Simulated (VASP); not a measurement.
These are LDA (Ceperley-Alder, Perdew-Zunger), VASP's LDA PAW potentials (set 64) (plane waves; VASP 6.6.1) values and carry that method's errors.

Input for VASP

KPOINTS:
```
Automatic mesh
0
Gamma
9 9 7
0 0 0
```

**POSCAR**
```
TiAl
1
    2.8300000000     0.0000000000     0.0000000000
    0.0000000000     2.8300000000     0.0000000000
    0.0000000000     0.0000000000     4.0700000000
Ti Al
1 1
Direct
  0.0000000000   0.0000000000   0.0000000000
  0.5000000000   0.5000000000   0.5000000000
```

INCAR:
```
SYSTEM = TiAl
PREC = Accurate
ENCUT = 300
EDIFF = 1E-6
NELM = 100
ALGO = Normal
LREAL = .FALSE.
LASPH = .TRUE.
ISMEAR = -1
SIGMA = 0.1
LMAXMIX = 4
LWAVE = .FALSE.
LCHARG = .FALSE.
ISIF = 2
```

POTCAR, in this order: Ti_sv Al (LDA.64 set). Program: vasp_std.

What VASP printed:

OSZICAR:
```
       N       E                     dE             d eps       ncg     rms          rms(c)
DAV:   1     0.628184861920E+02    0.62818E+02   -0.56759E+03  1337   0.968E+02
DAV:   2    -0.113552286640E+02   -0.74174E+02   -0.71987E+02  1359   0.271E+02
DAV:   3    -0.150747376277E+02   -0.37195E+01   -0.35488E+01  1990   0.613E+01
DAV:   4    -0.151688055294E+02   -0.94068E-01   -0.93319E-01  1630   0.852E+00
DAV:   5    -0.151729666304E+02   -0.41611E-02   -0.41582E-02  1921   0.152E+00    0.940E+00
DAV:   6    -0.137667478894E+02    0.14062E+01   -0.12864E+01  1610   0.376E+01    0.335E+00
DAV:   7    -0.135837528017E+02    0.18300E+00   -0.13126E+00  1530   0.117E+01    0.179E+00
DAV:   8    -0.135604625696E+02    0.23290E-01   -0.13851E-01  1495   0.360E+00    0.419E-01
DAV:   9    -0.135586856757E+02    0.17769E-02   -0.19624E-02  1490   0.185E+00    0.213E-01
DAV:  10    -0.135584428361E+02    0.24284E-03   -0.12090E-03  1553   0.329E-01    0.483E-02
DAV:  11    -0.135584363421E+02    0.64940E-05   -0.18400E-04  1709   0.147E-01    0.240E-02
DAV:  12    -0.135584361408E+02    0.20133E-06   -0.86940E-06  1559   0.343E-02
   1 F= -.13558436E+02 E0= -.13526879E+02  d E =-.631138E-01
```

**OUTCAR**
```
------------------------ aborting loop because EDIFF is reached ----------------------------------------
  FORCE on cell =-STRESS in cart. coord.  units (eV):
  Direction    XX          YY          ZZ          XY          YZ          ZX
  --------------------------------------------------------------------------------------
  Total       -1.4602522     -1.4602522     -1.3760184      0.0000000      0.0000000      0.0000000
  in kB      -71.7746655    -71.7746655    -67.6343844      0.0000000      0.0000000      0.0000000
  external PRESSURE =     -70.3945718 kB  Pullay stress =       0.0000000 kB
  volume of cell :       32.60
      direct lattice vectors                 reciprocal lattice vectors
     2.830000000  0.000000000  0.000000000     0.353356890  0.000000000  0.000000000
     0.000000000  2.830000000  0.000000000     0.000000000  0.353356890  0.000000000
     0.000000000  0.000000000  4.070000000     0.000000000  0.000000000  0.245700246
 POSITION                                       TOTAL-FORCE (eV/Angst)
 -----------------------------------------------------------------------------------
      0.00000      0.00000      0.00000         0.000000      0.000000      0.000000
      1.41500      1.41500      2.03500         0.000000      0.000000      0.000000
 -----------------------------------------------------------------------------------
    total drift:                                0.000000      0.000000     -0.000000
  FREE ENERGIE OF THE ION-ELECTRON SYSTEM (eV)
  ---------------------------------------------------
  free  energy   TOTEN  =       -13.5584361408 eV

  energy  without entropy=      -13.4953223084  energy(sigma->0) =      -13.52687922
```
(Selected blocks of OUTCAR.)

At this cut-off the stress carries a Pulay error, which pulls relaxed volumes low.

The structure is a typed TiAl crystal (P4/mmm). The cell was not relaxed at this level. The run is one of a series of settings (GGA removed, POTCAR Ti_sv Al (LDA.64 set) against the base run), some of them coarse on purpose. The electron count is odd and the run is not spin-polarised, which forces a metal.
